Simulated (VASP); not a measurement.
These are HSE06 screened hybrid, VASP's PBE PAW potentials (set 64) (plane waves; VASP) values and carry that method's errors.

A VASP calculation is set up with these files.

**KPOINTS**
```
Automatic mesh
0
Gamma
1 1 1
0 0 0
```

POSCAR:
```
BC31Si32
8.7583310
  1.0000000497   0.0000000000   0.0000000000
  0.0000000000   1.0000000497   0.0000000000
  0.0000000000   0.0000000000   1.0000000497
Si C B
32 31 1
Cart
  0.4980048060   0.9997669086   0.9996067088
  0.7491962886   0.2505935748   0.0005293939
  0.7492524100   0.0006384612   0.2506532443
  0.9991612256   0.0005239252   0.0005257836
  0.2483535470   0.2501038932   0.9996499803
  0.4996564255   0.5000147424   0.0007862265
  0.7496140763   0.7514307895   0.9996256109
  0.2482182886   0.9995891813   0.2500636591
  0.4920460784   0.2480525030   0.2481830853
  0.7519574644   0.5076755005   0.2480690476
  0.4996268116   0.0006860121   0.5000978850
  0.7519578181   0.2478801604   0.5075120658
  0.7496302500   0.9995551210   0.7514971588
  0.0001740046   0.5018221752   0.9994881043
  0.2493473247   0.7505010001   0.0001884167
  0.9992220816   0.2505109438   0.2505977329
  0.2481554223   0.4994746461   0.2492756658
  0.5003107290   0.7515635495   0.2491771310
  0.0003408214   0.9995202473   0.5019022684
  0.2482867761   0.2493907069   0.4993420200
  0.4945337964   0.5053444478   0.5047501870
  0.7504459275   0.7515321854   0.4993407518
  0.2494203423   0.0002925592   0.7506128543
  0.5004195050   0.2494653855   0.7512678056
  0.7503075827   0.4994493511   0.7513658035
  0.0002352200   0.7515807188   0.2500647548
  0.9990192130   0.5000805945   0.5001585276
  0.2485936722   0.7511032766   0.5014442981
  0.0002464830   0.2501585108   0.7515380123
  0.2487083166   0.5015742610   0.7510674313
  0.4982330428   0.7511257064   0.7511105532
  0.9994559225   0.7504361144   0.7505867721
  0.6254129524   0.1228669680   0.1228875279
  0.8771270103   0.3743727876   0.1226949841
  0.8773525626   0.1224662762   0.3745645794
  0.1244392487   0.1246019785   0.1246207817
  0.3713645629   0.3747970268   0.1223021975
  0.6250047319   0.6283012359   0.1222324698
  0.8750152208   0.8753176184   0.1246928947
  0.3713266714   0.1220848195   0.3748080165
  0.8777446845   0.6284847303   0.3748194404
  0.6249772457   0.1220121855   0.6283261791
  0.8776663798   0.3748167673   0.6284988999
  0.8750549638   0.1246414519   0.8752829845
  0.1249388451   0.6255660916   0.1243976863
  0.3742999422   0.8749496784   0.1244166351
  0.1241175949   0.3751890020   0.3751377585
  0.3747967425   0.6249920918   0.3732772975
  0.6245502862   0.8755981213   0.3750610844
  0.1251477065   0.1245270263   0.6256136386
  0.3749817486   0.3735702864   0.6246234993
  0.6262876083   0.6249490357   0.6246862906
  0.8752615957   0.8747435265   0.6255901876
  0.3744670164   0.1246312875   0.8747834937
  0.6245671334   0.3751834836   0.8755350816
  0.8751517759   0.6254248411   0.8748006476
  0.1257620690   0.8740737828   0.3742703253
  0.1252574843   0.6248249102   0.6248628311
  0.3749623136   0.8743843418   0.6248224637
  0.1258173243   0.3742463344   0.8741395387
  0.3750587514   0.6247508130   0.8744452043
  0.6254995380   0.8741005897   0.8742072573
  0.1250479091   0.8747296553   0.8747548344
  0.6309812968   0.3690036927   0.3692119402
```

**INCAR**
```
# general
SYSTEM   = BC31Si32
PREC     = Normal
ENCUT    = 400   # plane-wave cut-off (eV)
LREAL    = Auto
LASPH    = .True.
ISYM     = 0
NELECT   = 254.0

# electronic loop
EDIFF    = 1E-5
NELM     = 50   # most electronic steps
NELMIN   = 4
ALGO     = Normal   # blocked Davidson

# smearing
ISMEAR   = 0
SIGMA    = 0.05   # width (eV)

# functional
GGA      = PE   # PBE
LHFCALC  = .True.
AEXX     = 0.25
HFSCREEN = 0.2
PRECFOCK = Fast

# ions
ISIF     = 0

# output
LWAVE    = .False.
LCHARG   = .False.
```

POTCAR, in this order: Si C B (PBE.64 set). Program: vasp_gam. Read from the step before: WAVECAR.

**Question.** What will the output report for the number of irreducible k-points (NKPTS), largest plane-wave count, FFT grid (NGX, NGY, NGZ)?

**Answer.** 
```
Property                                      Result
--------------------------------------  ------------
number of irreducible k-points (NKPTS)             1
largest plane-wave count                        6075
FFT grid (NGX, NGY, NGZ)                48 × 48 × 48
```

The cell is a supercell with a defect, built from SiC (zinc blende): B_C, charge +1. The cell's shape comes from a PBE relaxation. The run is not spin-polarised, so no state with unpaired spins was tried.
